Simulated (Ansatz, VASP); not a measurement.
# AlIn3Sb2N2 in VASP and in Ansatz

```
Al In Sb N
1.0
     3.33507    0.00000    0.00000
    -1.66754    2.88826    0.00000
     0.00000    0.00000   16.73980
Al In Sb N
1 3 2 2
Cartesian
  0.0000 0.0000 9.7491
  1.6675 0.9628 6.4699
  1.6675 0.9628 1.1888
  0.0000 0.0000 15.1856
  0.0000 0.0000 3.6431
  1.6675 0.9628 12.8397
  0.0000 1.9255 9.6258
  0.0000 1.9255 -0.1127
```

Change from the starting cell: species swapped into the TiAl2Cr3C2 type (P3m1, No. 156).

Alike in both runs: functional PBE; k mesh 4 × 4 × 1; occupations gaussian, width 0.15 eV; no spin polarisation.

Ansatz relaxed the structure, and its values are those at the end. VASP's run is a single point on that final structure, the one shown.

|  | VASP | Ansatz |
| --- | --- | --- |
| version | VASP 6.6.1 | Ansatz 0.2.0 |
| potentials or method | VASP PAW PBE potentials, release 64 (Al, In_d, Sb, N) | scalar-relativistic, plane waves, PAW |
| plane-wave cutoff (eV) | 520 | 420 |
| valence electrons in the cell | 62 | 82 |

```csv
,VASP,Ansatz,Ansatz less VASP
gap on the k mesh at the Fermi level (eV),none,none,-
pressure (GPa),0.2,0.2,+0.02
rms of the force components (eV/Å),0.014,0.012,-0.0021
```

A gap of «none» marks a metal or a gap that the smearing closes. The functional is the same, so the differences come from potentials, cutoffs and numerics. The two sets of potentials don't hold the same shells in valence.

Caveats: the k mesh is coarse (spacing up to 0.54 Å⁻¹), so the values aren't converged; this functional lacks dispersion, which binds the layers, so the pressure and a relaxed spacing across them are unreliable. The runs have no spin-orbit coupling, so splittings on Sb are missing.
